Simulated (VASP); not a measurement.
OSZICAR of a VASP run on BaTiO3 (cubic perovskite):

OSZICAR:
```
       N       E                     dE             d eps       ncg     rms          rms(c)
DAV:   1     0.488756218168E+03    0.48876E+03   -0.23805E+04   960   0.208E+03
DAV:   2     0.579753701143E+00   -0.48818E+03   -0.48024E+03  1112   0.532E+02
DAV:   3    -0.521448965380E+02   -0.52725E+02   -0.51273E+02  1392   0.157E+02
DAV:   4    -0.543879122870E+02   -0.22430E+01   -0.22417E+01  1352   0.309E+01
DAV:   5    -0.544564287455E+02   -0.68516E-01   -0.68514E-01  1360   0.413E+00    0.254E+01
DAV:   6    -0.442365956852E+02    0.10220E+02   -0.68636E+01  1400   0.806E+01    0.108E+01
DAV:   7    -0.442045320437E+02    0.32064E-01   -0.95535E+00  1176   0.237E+01    0.719E+00
DAV:   8    -0.441072133555E+02    0.97319E-01   -0.14483E+00  1288   0.122E+01    0.223E+00
DAV:   9    -0.440821717562E+02    0.25042E-01   -0.26493E-01  1192   0.468E+00    0.903E-01
DAV:  10    -0.440831569048E+02   -0.98515E-03   -0.12211E-01  1232   0.251E+00    0.792E-01
DAV:  11    -0.440752201840E+02    0.79367E-02   -0.67507E-02  1408   0.182E+00    0.190E-01
DAV:  12    -0.440748324697E+02    0.38771E-03   -0.27381E-03  1200   0.508E-01    0.602E-02
DAV:  13    -0.440748165447E+02    0.15925E-04   -0.96007E-04  1360   0.215E-01    0.398E-02
DAV:  14    -0.440747956773E+02    0.20867E-04   -0.14347E-04  1200   0.831E-02    0.146E-02
DAV:  15    -0.440747948992E+02    0.77813E-06   -0.11923E-05  1296   0.312E-02    0.536E-03
DAV:  16    -0.440747947136E+02    0.18558E-06   -0.33337E-06   808   0.152E-02
   1 F= -.36730247E+02 E0= -.36730247E+02  d E =-.367302E+02
       N       E                     dE             d eps       ncg     rms          rms(c)
DAV:   1    -0.460776033942E+02   -0.20028E+01   -0.90794E+01  1208   0.978E+01    0.161E+01
DAV:   2    -0.435195988635E+02    0.25580E+01   -0.90823E+00  1280   0.289E+01    0.568E+00
DAV:   3    -0.430738730277E+02    0.44573E+00   -0.23659E+00  1448   0.129E+01    0.121E+00
DAV:   4    -0.430963364513E+02   -0.22463E-01   -0.36304E-01  1296   0.457E+00    0.513E-01
DAV:   5    -0.431172130979E+02   -0.20877E-01   -0.45755E-02  1472   0.130E+00    0.632E-01
DAV:   6    -0.431327924048E+02   -0.15579E-01   -0.26540E-02  1152   0.105E+00    0.257E-01
DAV:   7    -0.431346442095E+02   -0.18518E-02   -0.13742E-02  1480   0.641E-01    0.698E-02
DAV:   8    -0.431347571552E+02   -0.11295E-03   -0.75449E-04  1256   0.208E-01    0.451E-02
DAV:   9    -0.431347733609E+02   -0.16206E-04   -0.16860E-04  1072   0.968E-02    0.157E-02
DAV:  10    -0.431347743249E+02   -0.96403E-06   -0.10559E-05  1112   0.269E-02    0.237E-03
DAV:  11    -0.431347742741E+02    0.50880E-07   -0.61545E-07   656   0.619E-03
   2 F= -.36548113E+02 E0= -.36548113E+02  d E =0.182135E+00
       N       E                     dE             d eps       ncg     rms          rms(c)
DAV:   1    -0.450438661636E+02   -0.19091E+01   -0.37218E+01  1184   0.671E+01    0.102E+01
DAV:   2    -0.440373293612E+02    0.10065E+01   -0.42688E+00  1152   0.208E+01    0.368E+00
DAV:   3    -0.438612508828E+02    0.17608E+00   -0.13555E+00  1168   0.734E+00    0.106E+00
DAV:   4    -0.438540828500E+02    0.71680E-02   -0.24023E-01  1432   0.316E+00    0.703E-01
DAV:   5    -0.438613799218E+02   -0.72971E-02   -0.19504E-02  1440   0.113E+00    0.497E-01
DAV:   6    -0.438706482025E+02   -0.92683E-02   -0.18967E-02  1416   0.753E-01    0.300E-01
DAV:   7    -0.438731817939E+02   -0.25336E-02   -0.49139E-03  1456   0.410E-01    0.102E-01
DAV:   8    -0.438733887199E+02   -0.20693E-03   -0.58479E-04  1296   0.164E-01    0.295E-02
DAV:   9    -0.438734071869E+02   -0.18467E-04   -0.78513E-05  1296   0.543E-02    0.629E-03
DAV:  10    -0.438734072560E+02   -0.69161E-07   -0.61682E-06  1088   0.180E-02
   3 F= -.36802891E+02 E0= -.36802891E+02  d E =-.726436E-01
```

Which electronic solver shows in the log?

It is blocked Davidson (ALGO = Normal, or the opening steps of other solvers). The INCAR had ALGO = Normal.

Can the final energy be trusted as converged?

The run converged. It stopped with EDIFF = 1E-6, NELM = 100, NSW = 40 and EDIFFG = -0.02 after 3 ionic steps (LDA (Ceperley-Alder, Perdew-Zunger), plane waves, VASP's LDA PAW potentials (set 64)). Energy and stress use the plane-wave basis of the starting cell.

The compound is BaTiO3 in the cubic perovskite structure, the ideal cubic form; the compound distorts at low or room temperature. This run relaxes it under an external pressure of 20 GPa. Symmetry was kept, so distortions that lower it aren't found.
